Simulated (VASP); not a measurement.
Write the native input for VASP 6.6.1 that does the following.

* Task: single point
* Functional: PBE
* Potentials or basis: VASP PAW PBE potentials, release 64 (Rb_sv, Ag)
* Cutoff: 520 eV
* k mesh: 9 × 9 × 9
* Occupations: fermi-dirac, width 0.05 eV
* Spin: no spin polarisation
* Further INCAR settings: ALGO = Normal; EDIFF = 1e-07; NBANDS = 22

The structure of RbAg2 lies in POSCAR:

```
RbAg2
1.0
    0.0000000000      2.6369902900      7.9101381500
    1.8528156500      0.0000000000      7.9101381500
    1.8528156500      2.6369902900      0.0000000000
Rb Ag
1 2
Direct
    0.0000000000      0.0000000000      0.0000000000
    0.3340350100      0.3340350100      0.6659649900
    0.6659649900      0.6659649900      0.3340350100
```

The cell was built by a generator and needn't be a form met in nature.

One way to write it, as run:

INCAR

```
SYSTEM = RbAg2
PREC = Accurate
ENCUT = 520
EDIFF = 1E-7
ISMEAR = -1
SIGMA = 0.05
LREAL = .False.
LASPH = .True.
NELM = 60
ALGO = Normal
ISIF = 2
LWAVE = .False.
LCHARG = .False.
GGA = PE
NBANDS = 22
```

KPOINTS

```
Automatic mesh
0
Gamma
  9 9 9
  0 0 0
```

Potentials or basis: VASP PAW PBE potentials, release 64 (Rb_sv, Ag).

Run with:

```bash
$ cat potpaw_PBE.64/Rb_sv/POTCAR potpaw_PBE.64/Ag/POTCAR > POTCAR
$ mpirun -np 1 vasp_std > vasp.out
```

Results of the run:

```json
{
  "Pressure": "1.5 GPa",
  "Largest force": "0.921 eV/Å",
  "Band gap on the k mesh": "none (metal or under the smearing width)"
}
```

Run time: 4.2 min on 1 thread of AMD EPYC 9R45 96-Core Processor (Zen 5), on a shared host, peak memory 0.39 GiB.
